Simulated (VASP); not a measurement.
```
CELL_PARAMETERS angstrom
      1.74823    -3.02802     0.00000
      1.74823     3.02802     0.00000
      0.00000     0.00000     5.43312
ATOMIC_POSITIONS crystal
  Lu 0.33333 0.66667 0.25000
  Lu 0.66667 0.33333 0.75000
```

Method: PBE GGA, VASP's PBE PAW potentials (set 64) (plane waves; VASP). Run with 480 eV cut-off, 12×12×6 Γ-centred mesh, first-order Methfessel-Paxton smearing of 0.10 eV, potentials Lu_3.

### Question
Estimate the energy per atom (σ→0), band gap (on the k-mesh) with the smallest direct gap where there is one.

### Answer

| Item | Value |
|---|---|
| band gap (on the k-mesh) | none (metal, semimetal or under 0.01 eV) |
| energy per atom (σ→0) | -4.453 eV/atom |

The compound is Lu in the hcp structure. It was relaxed first under an external pressure of 1 GPa.
